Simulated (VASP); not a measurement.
# NaF (Villiaumite): from the relaxed cell to its vibrations

What lattice, stiffness and vibrations does NaF (Villiaumite) have at one level of theory? The starting structure is a measured crystal structure from the Crystallography Open Database. All runs use PBEsol.

Method: Kohn-Sham DFT with plane waves and PAW; PBEsol, in VASP 6.6.1.

### 1. The starting structure

It takes space group Fm-3m (No. 225, cubic). The conventional cell has a = 4.640 Å, b = 4.640 Å, c = 4.640 Å, α = 90.00°, β = 90.00°, γ = 90.00°. Nearest to Na lie 6 F at 2.32 Å. F has 6 Na at 2.32 Å nearest. Farther neighbours and most contacts between anions are not listed.

Structure file:

```xyz
2
Lattice="0.0000 2.3200 2.3200 2.3200 0.0000 2.3200 2.3200 2.3200 0.0000" Properties=species:S:1:pos:R:3 pbc="T T T"
Na    0.0000    0.0000    0.0000
F     2.3200    2.3200    2.3200
```

### 2. Relaxation

This run starts from the cell of an earlier relaxation, which isn't shown; the restart sets up the plane waves anew.

The input, INCAR:

```
SYSTEM = NaF
PREC = Accurate
ENCUT = 560
EDIFF = 1E-07
NELM = 100
ISMEAR = 0
SIGMA = 0.03
LREAL = .FALSE.
ALGO = Normal
GGA = PS
NBANDS = 13
LORBIT = 11
LWAVE = .FALSE.
LCHARG = .FALSE.
KPAR = 4
IBRION = 2
NSW = 50
ISIF = 3
EDIFFG = -0.002
```

The input, POSCAR:

```
NaF
1.0
    0.0000000000      2.3144405875      2.3144405875
    2.3144405875      0.0000000000      2.3144405875
    2.3144405875      2.3144405875      0.0000000000
Na F
1 1
Direct
    0.0000000000      0.0000000000      0.0000000000
    0.5000000000      0.5000000000      0.5000000000
```

The input, KPOINTS:

```
Automatic mesh
0
Gamma
8 8 8
0 0 0
```

Potentials, in the order of the species: Na_pv and F (PBE family, release 64).

On the command line:

```bash
$ mpirun -np 4 vasp_std
```

The log of the run:

```text
[banner, memory and clock lines left out]
running    4 mpi-ranks, on    1 nodes
 distrk:  each k-point on    1 cores,    4 groups
 distr:  one band on    1 cores,    1 groups

 POSCAR found type information on POSCAR NaF
 POSCAR found :  2 types and       2 ions
|                                                                             |
|               ----> ADVICE to this user running VASP <----                  |
|                                                                             |
|     You enforced a specific xc type in the INCAR file but a different       |
|     [... a line on the potential file left out ...]
|     I HOPE YOU KNOW WHAT YOU ARE DOING!                                     |
|                                                                             |

 LDA part: xc-table for (Slater+PW92), standard interpolation
 POSCAR, INCAR and KPOINTS ok, starting setup
 FFT: planning ... GRIDC
 FFT: planning ... GRID_SOFT
 FFT: planning ... GRID
 WAVECAR not read
 entering main loop
       N       E                     dE             d eps       ncg     rms          rms(c)
DAV:   1     0.114947393504E+03    0.11495E+03   -0.81354E+03   759   0.137E+03
DAV:   2    -0.336051245291E+01   -0.11831E+03   -0.10930E+03   817   0.355E+02
DAV:   3    -0.948601395949E+01   -0.61255E+01   -0.61088E+01   899   0.785E+01
DAV:   4    -0.953809085023E+01   -0.52077E-01   -0.52074E-01   839   0.773E+00
DAV:   5    -0.953864655708E+01   -0.55571E-03   -0.55571E-03   919   0.794E-01    0.491E+00
DAV:   6    -0.878488408859E+01    0.75376E+00   -0.27661E+00   884   0.157E+01    0.181E+00
DAV:   7    -0.877017661400E+01    0.14707E-01   -0.29929E-02   774   0.223E+00    0.103E+00
DAV:   8    -0.876896445946E+01    0.12122E-02   -0.25785E-02   774   0.370E+00    0.148E-01
DAV:   9    -0.876950671825E+01   -0.54226E-03   -0.45846E-03   879   0.685E-01    0.119E-01
DAV:  10    -0.876936302705E+01    0.14369E-03   -0.10666E-03   804   0.414E-01    0.137E-02
DAV:  11    -0.876936504242E+01   -0.20154E-05   -0.45596E-05   839   0.159E-01    0.674E-03
DAV:  12    -0.876936529747E+01   -0.25505E-06   -0.62840E-06   920   0.385E-02    0.293E-03
DAV:  13    -0.876936531470E+01   -0.17232E-07   -0.10636E-06   824   0.105E-02    0.177E-03
DAV:  14    -0.876936526819E+01    0.46512E-07   -0.26676E-07   734   0.875E-03
   1 F= -.87693653E+01 E0= -.87693653E+01  d E =-.876937E+01
 curvature:   0.00 expect dE= 0.000E+00 dE for cont linesearch  0.000E+00
 trial: gam= 0.00000 g(F)=  0.239E-59 g(S)=  0.635E-06 ort = 0.000E+00 (trialstep = 0.100E+01)
 search vector abs. value=  0.635E-06
 reached required accuracy - stopping structural energy minimisation
```

Run time: 2.6 s. Hardware: 4 MPI ranks of Intel Xeon 6975P-C (Granite Rapids), shared host; peak memory 0.55 GiB.

Lines that name or quote the potential files are left out of all logs, and their timing lines are given in words.

OUTCAR, selected parts (step 2):

```text
ion  position               nearest neighbor table
   1  0.000  0.000  0.000-   2 2.31   2 2.31   2 2.31   2 2.31   2 2.31   2 2.31
   2  0.500  0.500  0.500-   1 2.31   1 2.31   1 2.31   1 2.31   1 2.31   1 2.31

  LATTYP: Found a face centered cubic cell.
 ALAT       =     4.6288811750

 Subroutine GETGRP returns: Found 48 space group operations
 (whereof 48 operations were pure point group operations)

The static configuration has the point symmetry O_h .

 Found     29 irreducible k-points:

   k-points           NKPTS =     29   k-points in BZ     NKDIM =     29   number of bands    NBANDS=     13

   dimension x,y,z NGX =    28 NGY =   28 NGZ =   28
   dimension x,y,z NGXF=    56 NGYF=   56 NGZF=   56

   ENCUT  =  560.0 eV  41.16 Ry    6.42 a.u.   6.32  6.32  6.32*2*pi/ulx,y,z

   NELECT =      14.0000    total number of electrons

 k-points in reciprocal lattice and weights: Automatic mesh
   0.00000000  0.00000000  0.00000000       0.002
   0.12500000  0.00000000  0.00000000       0.016
   0.25000000  0.00000000  0.00000000       0.016
   0.37500000  0.00000000  0.00000000       0.016
   0.50000000  0.00000000  0.00000000       0.008
   0.12500000  0.12500000  0.00000000       0.012
   0.25000000  0.12500000  0.00000000       0.047
   0.37500000  0.12500000  0.00000000       0.047
   0.50000000  0.12500000  0.00000000       0.047
[...]
-0.37500000  0.50000000  0.12500000       0.023
  -0.25000000  0.50000000  0.25000000       0.012

 average (electrostatic) potential at core
       1 -46.6335       2 -77.3122

 E-fermi :  -1.9021

 k-point     1 :       0.0000    0.0000    0.0000
  band No.  band energies     occupation
    ...
      3     -20.9220      2.00000
      4     -20.9220      2.00000
      5      -2.1626      2.00000
      6      -2.1626      2.00000
      7      -2.1626      2.00000
      8       4.0158      0.00000
      9      16.7043      0.00000
     10      16.7043      0.00000
     11      16.7043      0.00000
     12      19.3945      0.00000
    ...

 k-point     2 :       0.1250    0.0000    0.0000
  band No.  band energies     occupation
    ...
      3     -20.9238      2.00000
      4     -20.7180      2.00000
      5      -2.4671      2.00000
      6      -2.2015      2.00000
      7      -2.2015      2.00000
      8       4.5677      0.00000
      9      14.9233      0.00000
     10      16.9442      0.00000
     11      16.9442      0.00000
     12      21.2084      0.00000
    ...

 k-point     3 :       0.2500    0.0000    0.0000
  band No.  band energies     occupation
    ...
      3     -20.9283      2.00000
      4     -20.4430      2.00000
      5      -3.0828      2.00000
      6      -2.2942      2.00000
      7      -2.2942      2.00000
      8       5.8908      0.00000
      9      12.8274      0.00000
     10      17.4740      0.00000
     11      17.4740      0.00000
     12      20.5408      0.00000
    ...

  Total        0.0029615      0.0029615      0.0029615      0.0000000      0.0000000     -0.0000000
  in kB        0.1913627      0.1913627      0.1913627      0.0000000      0.0000000     -0.0000000
  external PRESSURE =       0.1913627 kB  Pullay stress =       0.0000000 kB

  energy-cutoff  :      560.00
  volume of cell :       24.80
      direct lattice vectors                 reciprocal lattice vectors
     0.000000000  2.314440588  2.314440588    -0.216034926  0.216034926  0.216034926
     2.314440588  0.000000000  2.314440588     0.216034926 -0.216034926  0.216034926
     2.314440588  2.314440588  0.000000000     0.216034926  0.216034926 -0.216034926

 POSITION                                       TOTAL-FORCE (eV/Angst)
 -----------------------------------------------------------------------------------
      0.00000      0.00000      0.00000        -0.000000     -0.000000     -0.000000
      2.31444      2.31444      2.31444         0.000000      0.000000      0.000000
 -----------------------------------------------------------------------------------
    total drift:                                0.000000      0.000000      0.000000

  FREE ENERGIE OF THE ION-ELECTRON SYSTEM (eV)
  ---------------------------------------------------
  free  energy   TOTEN  =        -8.7693652682 eV

  energy  without entropy=       -8.7693652682  energy(sigma->0) =       -8.76936527

 reached required accuracy - stopping structural energy minimisation

 total charge
# of ion       s       p       d       tot
------------------------------------------
    1        0.051   5.997   0.000   6.048
    2        1.723   4.370   0.000   6.092
--------------------------------------------------
tot          1.774  10.366   0.000  12.140

[... 3 further parts left out ...]
```

CONTCAR:

```
NaF
   1.00000000000000
     0.0000000000000000    2.3144405875000000    2.3144405875000000
     2.3144405875000000    0.0000000000000000    2.3144405875000000
     2.3144405875000000    2.3144405875000000    0.0000000000000000
  Na              F
     1     1
Direct
     0.0000000000000000    0.0000000000000000    0.0000000000000000
     0.5000000000000000    0.5000000000000000    0.5000000000000000
```

The PAW data sets were made with PBE, which is usual practice but a small mismatch for other functionals. The run keeps the 48 symmetry operations of its start, so it cannot find a distortion of lower symmetry.

The relaxed cell holds 12.398 Å³ an atom, with a = 4.629 Å (-0.2 % against the database cell). Pressures at 0.985 and 1.015 times this volume, from two more relaxations that aren't shown, give a bulk modulus of 49.5 GPa.

### 3. Elastic constants

The input, INCAR:

```
SYSTEM = NaF
PREC = Accurate
ENCUT = 800
EDIFF = 1E-08
NELM = 100
ISMEAR = 0
SIGMA = 0.03
LREAL = .FALSE.
ALGO = Normal
GGA = PS
NBANDS = 13
LORBIT = 11
LWAVE = .FALSE.
LCHARG = .FALSE.
KPAR = 4
IBRION = 6
NFREE = 2
POTIM = 0.015
ISIF = 3
NSW = 1
```

POSCAR is that of step 2.

The input, KPOINTS:

```
Automatic mesh
0
Gamma
10 10 10
0 0 0
```

On the command line:

```bash
$ mpirun -np 4 vasp_std
```

The log of the run:

```text
[banner, memory and clock lines left out]
running    4 mpi-ranks, on    1 nodes
[...]
[... a notice as in an earlier step ...]

 LDA part: xc-table for (Slater+PW92), standard interpolation
 POSCAR, INCAR and KPOINTS ok, starting setup
[...]
entering main loop
       N       E                     dE             d eps       ncg     rms          rms(c)
DAV:   1     0.130489557402E+03    0.13049E+03   -0.98495E+03  1232   0.177E+03
DAV:   2    -0.152598367330E+01   -0.13202E+03   -0.12182E+03  1280   0.420E+02
DAV:   3    -0.946152433981E+01   -0.79355E+01   -0.79058E+01  1517   0.903E+01
DAV:   4    -0.954175367812E+01   -0.80229E-01   -0.80222E-01  1337   0.943E+00
[...]
DAV:  14    -0.877341265438E+01    0.39096E-07   -0.19921E-07  1372   0.723E-03    0.356E-05
DAV:  15    -0.877341267093E+01   -0.16548E-07   -0.11378E-08   996   0.961E-04    0.625E-05
DAV:  16    -0.877341267521E+01   -0.42799E-08   -0.20778E-10   656   0.171E-04
   1 F= -.87734127E+01 E0= -.87734127E+01  d E =-.127625E-28
[... from here on, the cycles between the ionic steps are left out ...]
   2 F= -.87718620E+01 E0= -.87718620E+01  d E =-.724179E-15
   3 F= -.87712384E+01 E0= -.87712384E+01  d E =-.708079E-20
   4 F= -.87718620E+01 E0= -.87718620E+01  d E =-.727622E-15
   5 F= -.87712384E+01 E0= -.87712384E+01  d E =-.707305E-20
   6 F= -.87718620E+01 E0= -.87718620E+01  d E =-.727493E-15
   7 F= -.87712384E+01 E0= -.87712384E+01  d E =-.705748E-20
   8 F= -.87729328E+01 E0= -.87729328E+01  d E =-.671680E-32
   9 F= -.87729325E+01 E0= -.87729325E+01  d E =-.662048E-32
  10 F= -.87729327E+01 E0= -.87729327E+01  d E =-.671908E-32
  11 F= -.87729324E+01 E0= -.87729324E+01  d E =-.663466E-32
  12 F= -.87729327E+01 E0= -.87729327E+01  d E =-.672004E-32
  13 F= -.87729324E+01 E0= -.87729324E+01  d E =-.663063E-32
  14 F= -.87731584E+01 E0= -.87731584E+01  d E =-.909017E-29
  15 F= -.87731585E+01 E0= -.87731585E+01  d E =-.916259E-29
  16 F= -.87731537E+01 E0= -.87731537E+01  d E =-.904943E-29
  17 F= -.87731537E+01 E0= -.87731537E+01  d E =-.906240E-29
 Finite differences progress:
  Degree of freedom:   8/  8
  Displacement:        2/  2
  Total:              16/ 16
```

The job ended after 1.9 min (4 MPI ranks; peak memory 1.5 GiB).

Parts of OUTCAR (step 3):

```text
  Total        0.0163280      0.0123973      0.0123973     -0.0000000      0.0000000     -0.0000000
  in kB        1.0550529      0.8010700      0.8010700     -0.0000000      0.0000000     -0.0000000
  external PRESSURE =       0.8857310 kB  Pullay stress =       0.0000000 kB

 POSITION                                       TOTAL-FORCE (eV/Angst)
 -----------------------------------------------------------------------------------
      0.00000      0.00000      0.00000        -0.034524      0.000000      0.000000
      2.29944      2.31444      2.31444         0.034524      0.000000      0.000000
 -----------------------------------------------------------------------------------
    total drift:                                0.000279     -0.000000     -0.000000

  FREE ENERGIE OF THE ION-ELECTRON SYSTEM (eV)
  ---------------------------------------------------
  free  energy   TOTEN  =        -8.7731536766 eV

  energy  without entropy=       -8.7731536766  energy(sigma->0) =       -8.77315368

[... 3 further parts left out ...]
[key lines of the parts left out:]
E-fermi :  -1.9420
```

The last energy, forces and stress in OUTCAR belong to the last displaced cell, not to that of POSCAR.

The elastic tensor has C11 = 107.1, C12 = 22.4, C44 = 27.8 GPa; its Hill averages are a bulk modulus of 50.6 and a shear modulus of 32.9 GPa.

### 4. Modes of the relaxed cell

The input, INCAR:

```
SYSTEM = NaF
PREC = Accurate
ENCUT = 560
EDIFF = 1E-08
NELM = 100
ISMEAR = 0
SIGMA = 0.03
LREAL = .FALSE.
ALGO = Normal
GGA = PS
NBANDS = 13
LORBIT = 11
LWAVE = .FALSE.
LCHARG = .FALSE.
KPAR = 4
IBRION = 8
LEPSILON = .TRUE.
LPEAD = .TRUE.
ISIF = 2
```

POSCAR is that of step 3.

The input, KPOINTS:

```
Automatic mesh
0
Gamma
16 16 16
0 0 0
```

On the command line:

```bash
$ mpirun -np 4 vasp_std
```

The log of the run:

```text
[... set-up lines as in an earlier step ...]
 entering main loop
       N       E                     dE             d eps       ncg     rms          rms(c)
DAV:   1     0.114536108405E+03    0.11454E+03   -0.81696E+03  3823   0.138E+03
DAV:   2    -0.347806427731E+01   -0.11801E+03   -0.10910E+03  4121   0.365E+02
DAV:   3    -0.948677355736E+01   -0.60087E+01   -0.59928E+01  4670   0.776E+01
DAV:   4    -0.953806346874E+01   -0.51290E-01   -0.51288E-01  4080   0.767E+00
[...]
DAV:  13    -0.876933022399E+01   -0.11141E-07   -0.94794E-07  3970   0.986E-03    0.166E-03
DAV:  14    -0.876933018502E+01    0.38963E-07   -0.22843E-07  4415   0.789E-03    0.525E-05
DAV:  15    -0.876933018900E+01   -0.39824E-08   -0.12922E-08  3199   0.996E-04
   1 F= -.87693302E+01 E0= -.87693302E+01  d E =-.351232E-37
 Linear response reoptimize wavefunctions to high precision
DAV:   1    -0.876933018834E+01    0.66007E-09   -0.25939E-10  2495   0.198E-04
DAV:   2    -0.876933018837E+01   -0.21828E-10   -0.22025E-11  2055   0.506E-05
 Linear response to external field (no local field effect), progress :
[...]
RMM:  11    -0.161406013031E+00   -0.95253E-08    0.13260E-08 17549   0.470E-05    0.606E-07
 first order change of Fermi-energy   0.10315E-03
 force on displaced ion       1 direction 1 :  -2.303   0.000   0.000
 Born effective charge ion    1 direction 1 :   1.007   0.000   0.000
 Linear response progress:
  Degree of freedom:   2/  2
       N       E                     dE             d eps       ncg     rms          rms(c)
RMM:   1    -0.527777462681E+00   -0.52778E+00    0.62145E-01 16575   0.486E+00
RMM:   2    -0.524074254805E+00    0.37032E-02   -0.10620E-02 16988   0.996E-01    0.815E-02
RMM:   3    -0.525374801789E+00   -0.13005E-02   -0.45164E-04 16147   0.161E-01    0.457E-02
RMM:   4    -0.527259638496E+00   -0.18848E-02   -0.18541E-04 15357   0.991E-02    0.110E-02
[...]
RMM:  11    -0.527294395189E+00    0.78347E-07   -0.27220E-10 16997   0.119E-05    0.102E-06
RMM:  12    -0.527294375614E+00    0.19575E-07   -0.27824E-10 15734   0.697E-06    0.112E-07
RMM:  13    -0.527294376613E+00   -0.99936E-09   -0.28749E-10  9678   0.533E-06    0.626E-08
 first order change of Fermi-energy   0.37037E-03
 force on displaced ion       2 direction 1 :  -2.267   0.000   0.000
 Born effective charge ion    2 direction 1 :  -1.007   0.000   0.000
 Born effective charges drift removed
 Linear response finished
```

The job ended after 1.9 min (4 MPI ranks; peak memory 2.4 GiB; 7.5 min of CPU time).

From OUTCAR (step 4):

```text
  Total        0.0029799      0.0029799      0.0029799      0.0000000      0.0000000      0.0000000
  in kB        0.1925495      0.1925495      0.1925495      0.0000000      0.0000000      0.0000000
  external PRESSURE =       0.1925495 kB  Pullay stress =       0.0000000 kB

 POSITION                                       TOTAL-FORCE (eV/Angst)
 -----------------------------------------------------------------------------------
      0.00000      0.00000      0.00000        -0.000000     -0.000000      0.000000
      2.31444      2.31444      2.31444         0.000000      0.000000     -0.000000
 -----------------------------------------------------------------------------------
    total drift:                                0.000000      0.000000      0.000000

 MACROSCOPIC STATIC DIELECTRIC TENSOR (including local field effects in DFT)
 ------------------------------------------------------
           1.882340     0.000000    -0.000000
          -0.000000     1.882340     0.000000
           0.000000    -0.000000     1.882340
 ------------------------------------------------------

 MACROSCOPIC STATIC DIELECTRIC TENSOR IONIC CONTRIBUTION
 ------------------------------------------------------
           3.238089     0.000000     0.000000
           0.000000     3.238089     0.000000
           0.000000     0.000000     3.238089
 ------------------------------------------------------

[... 1 part as in an earlier step ...]

[... 1 further part left out ...]
```

The zone-centre modes at 12.398 Å³ an atom are T1u 244.3 cm⁻¹.

(Continued in part 2 of 2.)

[Lines on the potential files, build, host, timing and source positions are cut from VASP's logs without a mark.]

[Logs are printed without paths, hosts, clocks, repeated set-up lines and the standing remarks that a program may print on its own settings, such as how far it seeks lower states.]

[Hosts, paths, dates, database ids (printed as entryN), source tags and the programs' standing remarks are cut or masked in the printed files.]
